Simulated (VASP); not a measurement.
OSZICAR of a VASP run on Re (space group P6_3/mmc):

OSZICAR:
```
       N       E                     dE             d eps       ncg     rms          rms(c)
DAV:   1     0.789205475020E+01    0.78921E+01   -0.53448E+03  4732   0.126E+03
DAV:   2    -0.236742818400E+02   -0.31566E+02   -0.26856E+02  4153   0.304E+02
DAV:   3    -0.261686814139E+02   -0.24944E+01   -0.20759E+01  4365   0.892E+01
DAV:   4    -0.263071110235E+02   -0.13843E+00   -0.12437E+00  4227   0.136E+01
DAV:   5    -0.263155683375E+02   -0.84573E-02   -0.71293E-02  4091   0.185E+00    0.419E+01
DAV:   6    -0.252111877010E+02    0.11044E+01   -0.11553E+00  4439   0.297E+01    0.167E+01
DAV:   7    -0.248547014550E+02    0.35649E+00   -0.76432E-01  4632   0.233E+01    0.739E-01
DAV:   8    -0.248418298615E+02    0.12872E-01   -0.10973E-02  4677   0.127E+00    0.236E-01
DAV:   9    -0.248410983363E+02    0.73153E-03   -0.58035E-04  4654   0.239E-01    0.355E-02
DAV:  10    -0.248411139729E+02   -0.15637E-04   -0.42185E-05  3871   0.497E-02    0.571E-03
DAV:  11    -0.248411142998E+02   -0.32682E-06   -0.59142E-07  2160   0.186E-02
   1 F= -.24841114E+02 E0= -.24815253E+02  d E =-.517231E-01
```

### Question
Which electronic solver shows in the log?

### Answer
It is blocked Davidson (ALGO = Normal, or the opening steps of other solvers). The INCAR had ALGO = Normal.

### Question
Can the final energy be trusted as converged?

### Answer
The run converged. It stopped with EDIFF = 1E-6, NELM = 100 (PBE GGA, plane waves, VASP's PBE PAW potentials (set 64)).

The structure comes from a computed database's Re entry; how it stands against other phases isn't given here. The cell was not relaxed at this level.
